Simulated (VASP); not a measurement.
Crystal: Sn.

```
CELL_PARAMETERS angstrom
0.00000 3.23334 3.23334
3.23334 0.00000 3.23334
3.23334 3.23334 0.00000
ATOMIC_POSITIONS crystal
Sn 0.00000 0.00000 0.00000
Sn 0.25000 0.25000 0.25000
```

The cell was built by a generator and needn't be a form met in nature.

```yaml
Program: VASP 6.6.1
Task: relaxation of cell and atoms
Functional: PBEsol
Potentials_or_basis: VASP PAW PBE potentials, release 64 (Sn_d)
Cutoff: 600 eV
k_mesh: 10 × 10 × 10
Occupations: gaussian, width 0.03 eV
Spin: no spin polarisation
```

At the start: pressure 1.5 GPa; volume 33.80 Å³/atom.

Problem. Where does the relaxation end?

Solution. Over 3 steps the energy falls by 4.9 meV/atom and the volume is 34.92 Å³/atom (+3.3 %); space group Fd-3m (No. 227, to 0.05 Å).

Step by step:
| step | energy change (eV) | largest force (eV/Å) | pressure (GPa) | volume (Å³) |
| --- | --- | --- | --- | --- |
| 1 | 0.0000 | 0.0000 | 1.47 | 67.61 |
| 2 | -0.0086 | 0.0000 | -0.46 | 70.69 |
| 3 | -0.0099 | 0.0000 | 0.00 | 69.84 |

Final structure:
```xyz
2
Lattice="0.0000 3.2686 3.2686 3.2686 0.0000 3.2686 3.2686 3.2686 0.0000" Properties=species:S:1:pos:R:3 pbc="T T T"
Sn    0.0000    0.0000    0.0000
Sn    1.6343    1.6343    1.6343
```

Caveat: the PAW data sets were made with another functional, which shifts forces and pressure a little.
